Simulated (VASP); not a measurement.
Method: revPBE GGA, VASP's PBE PAW potentials (set 64) (plane waves; VASP).

VASP input:

**POSCAR**
```
Ir
1.9794230
  0.0000000000   1.0000001696   1.0000001696
  1.0000001696   0.0000000000   1.0000001696
  1.0000001696   1.0000001696   0.0000000000
Ir
1
Direct
  0.0000000000   0.0000000000   0.0000000000
```

**KPOINTS**
```
kpoints
0
gamma
 16 16 16
0 0 0
```

### INCAR
```
! general
SYSTEM =Ir
PREC   =Accurate
ENCUT  =520   ! plane-wave cut-off (eV)
LREAL  =.False.   ! projection in real space or not
LASPH  =.True.

! electronic loop
EDIFF  =1E-7   ! SCF stop (eV)
NELM   =100
ALGO   =Normal
LMAXMIX=6   ! l cut-off of mixed one-centre charges

! smearing
ISMEAR =1   ! Methfessel-Paxton
SIGMA  =0.1   ! width (eV)

! functional
GGA    =RE   ! revPBE

! ions
ISIF   =2   ! forces and stress, cell fixed

! output
LWAVE  =.False.
LCHARG =.False.
```

POTCAR, in this order: Ir (PBE.64 set). Program: vasp_std.

Output of the run:

File OSZICAR:
```
       N       E                     dE             d eps       ncg     rms          rms(c)
DAV:   1     0.440150247916E+02    0.44015E+02   -0.44417E+03  2384   0.101E+03
DAV:   2    -0.811383115633E+01   -0.52129E+02   -0.50539E+02  2352   0.202E+02
DAV:   3    -0.881780193243E+01   -0.70397E+00   -0.69883E+00  3304   0.322E+01
DAV:   4    -0.882214734871E+01   -0.43454E-02   -0.43439E-02  2944   0.188E+00
DAV:   5    -0.882218615956E+01   -0.38811E-04   -0.38810E-04  3520   0.115E-01    0.117E+01
DAV:   6    -0.833866964759E+01    0.48352E+00   -0.11794E+00  2672   0.149E+01    0.468E+00
DAV:   7    -0.826859609688E+01    0.70074E-01   -0.28047E-01  3016   0.677E+00    0.162E+00
DAV:   8    -0.826345803817E+01    0.51381E-02   -0.23429E-03  2584   0.735E-01    0.244E-01
DAV:   9    -0.826331073299E+01    0.14731E-03   -0.25890E-04  3176   0.253E-01    0.187E-02
DAV:  10    -0.826331846763E+01   -0.77346E-05   -0.35740E-06  3032   0.203E-02    0.142E-03
DAV:  11    -0.826331859467E+01   -0.12704E-06   -0.48167E-08  2816   0.277E-03    0.933E-04
DAV:  12    -0.826331843658E+01    0.15809E-06   -0.87095E-09  1416   0.128E-03    0.138E-04
DAV:  13    -0.826331844700E+01   -0.10423E-07   -0.38821E-10  1328   0.308E-04
   1 F= -.82633184E+01 E0= -.82632185E+01  d E =-.299711E-03
```

### OUTCAR
```
------------------------ aborting loop because EDIFF is reached ----------------------------------------
  FORCE on cell =-STRESS in cart. coord.  units (eV):
  Direction    XX          YY          ZZ          XY          YZ          ZX
  --------------------------------------------------------------------------------------
  Total       -1.6083817     -1.6083817     -1.6083817      0.0000000     -0.0000000      0.0000000
  in kB     -166.1321378   -166.1321378   -166.1321378      0.0000000     -0.0000000      0.0000000
  external PRESSURE =    -166.1321378 kB  Pullay stress =       0.0000000 kB
  volume of cell :       15.51
      direct lattice vectors                 reciprocal lattice vectors
     0.000000000  1.979423336  1.979423336    -0.252598821  0.252598821  0.252598821
     1.979423336  0.000000000  1.979423336     0.252598821 -0.252598821  0.252598821
     1.979423336  1.979423336  0.000000000     0.252598821  0.252598821 -0.252598821
 POSITION                                       TOTAL-FORCE (eV/Angst)
 -----------------------------------------------------------------------------------
      0.00000      0.00000      0.00000         0.000000     -0.000000     -0.000000
 -----------------------------------------------------------------------------------
    total drift:                               -0.000000      0.000000     -0.000000
  FREE ENERGIE OF THE ION-ELECTRON SYSTEM (eV)
  ---------------------------------------------------
  free  energy   TOTEN  =        -8.2633184470 eV

  energy  without entropy=       -8.2630187358  energy(sigma->0) =       -8.26321854
```
(Selected blocks of OUTCAR.)

The compound is Ir in the fcc structure. This cell is one point of a volume scan, at 1.06 of the reference volume.
